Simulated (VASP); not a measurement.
**ZnO: band gap against strain**

ZnO (wurtzite, P6_3mc, 11.857 Å³/atom and stress up to 0.19 GPa in the relaxed cell, c along z) under an equal strain ε along all three axes. PBEsol in VASP (plane waves, PAW), 600 eV, 12×12×6 Γ-centred mesh, Gaussian smearing 0.05 eV; ions are relaxed, or left where forces stay under 0.02 eV/Å, within the symmetry of each cell. Gaps are the smallest on the run's k-mesh, which can miss an edge that lies off it, without spin-orbit coupling; in all rows the valence edge lies at Γ and the conduction edge at Γ.

Here s stands for strain and Eg for gap.

| strain (%) | gap (eV) |
|---|---|
| -3.00 | ? |
| -1.50 | 0.747 |
| -1.00 | 0.725 |
| -0.50 | 0.704 |
| 0.00 | 0.682 |

The 4 complete rows are fitted with a straight line, Eg against s. Means: s -0.75000, Eg 0.7145. About the means, the sum of products is -0.054000 and the sum of squares of s is 1.2500; the slope is their ratio. Least squares gives Eg = 0.6821 - 0.04320·s. Residuals (row less fit): 0.0001, -0.0003, 0.0003, -0.0001; standard error 0.0003 (degrees of freedom: 2). Over these rows the gap moves by -4.32 ± 0.03 eV per unit strain, or -1.4 eV per unit of ln V.

Predict the withheld Eg at s = -3.00 from the fit, and compare with the calculation.

Eg = 0.6821 - 0.04320 × (-3.0) = 0.8117 eV. The calculation gives 0.812 eV, which the fit meets to the printed digits. The row lies outside the fitted rows, so this is an extrapolation. The scatter of the fitted rows lies at the last printed digit.

Other structures, which can take over under pressure, weren't tried. Rows are the converged runs of the series near zero and its far end; series whose fitted rows scatter by over a few per cent of the range, as at a crossing or softening among them, aren't shown in this form, nor equations of state whose B0' disagrees with the runs' pressures. Most that stay on the fit to the last digits aren't either.
